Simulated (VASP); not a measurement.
LaBe:

```
La Be
1.0
     0.00000    2.74262    2.74262
     2.74262    0.00000    2.74262
     2.74262    2.74262    0.00000
La Be
1 1
Direct
  0.50000 0.50000 0.50000
  0.00000 0.00000 0.00000
```

The cell was built by a generator and needn't be a form met in nature.

The cell isn't the ideal one: random cell by space group and Wyckoff sites (Fm-3m, No. 225).

- Program: VASP 6.6.1
- Task: relaxation of cell and atoms
- Functional: PBE
- Potentials or basis: VASP PAW PBE potentials, release 64 (La, Be)
- Cutoff: 600 eV
- k mesh: 6 × 6 × 6
- Occupations: gaussian, width 0.1 eV
- Spin: no spin polarisation

At the start: pressure 13.9 GPa; volume 20.63 Å³/atom.

How do energy, volume and symmetry change on relaxing?

Over 34 steps the energy falls by 259.0 meV/atom and the volume is 28.18 Å³/atom (+36.6 %); space group Fm-3m (No. 225, to 0.05 Å).

The path:
```
step  energy change (eV)  largest force (eV/Å)  pressure (GPa)  volume (Å³)
   1              0.0000                0.0000           13.86        41.26
   2             39.3601                0.0000           35.99        52.86
   3             40.7524                0.0000           41.28       100.26
   4             48.8801                0.0000           -3.38       265.95
   5              7.7230                0.0000            3.82       228.32
   6             70.8836                0.0000            1.12       246.37
   7             10.3807                0.0000            2.05       253.06
   8             38.4686                0.0000          -11.24       429.62
   9              5.8042                0.0000           14.88       267.53
  10             55.8414                0.0000          -10.43       334.49
  11              8.2768                0.0000            7.72       301.98
  12             12.8156                0.0000           -3.48       314.74
  13              6.2902                0.0000           -2.30       310.62
  14              6.2001                0.0000           -0.26       304.81
  15              6.1832                0.0000           -1.36       303.71
  16              4.4634                0.0000           -3.40       188.49
  17              5.9043                0.0000          113.89        21.24
  18             75.0242                0.0000           31.96       133.65
  19              4.8187                0.0000           -6.19       180.62
  20              3.5446                0.0000            0.74       155.96
  21              4.0806                0.0000           -3.82       158.30
  22              1.8134                0.0000           -8.82       112.72
  23              1.9020                0.0000           45.03        29.61
  24             67.1792                0.0000           -6.69        68.36
  25             -0.3309                0.0000            6.62        47.35
  26             17.3649                0.0000           14.26        55.27
  27             -0.4172                0.0000           -3.57        63.34
  28             -0.4866                0.0000           -2.01        59.70
  29             -0.5140                0.0000           -0.92        57.46
  30             -0.5149                0.0000           -0.77        57.27
  31             -0.5169                0.0000           -0.52        56.81
  32             -0.5170                0.0000           -0.47        56.76
  33             -0.5174                0.0000           -0.30        56.63
  34             -0.5180                0.0000           -0.22        56.36
```

Final structure:
```xyz
2
Lattice="0.0000 3.0431 3.0431 3.0431 0.0000 3.0431 3.0431 3.0431 0.0000" Properties=species:S:1:pos:R:3 pbc="T T T"
La    3.0431    3.0431    3.0431
Be    3.0431    0.0000    3.0431
```

Caveat: the volume moved by over 15 % at a fixed basis, so the end points are rough.
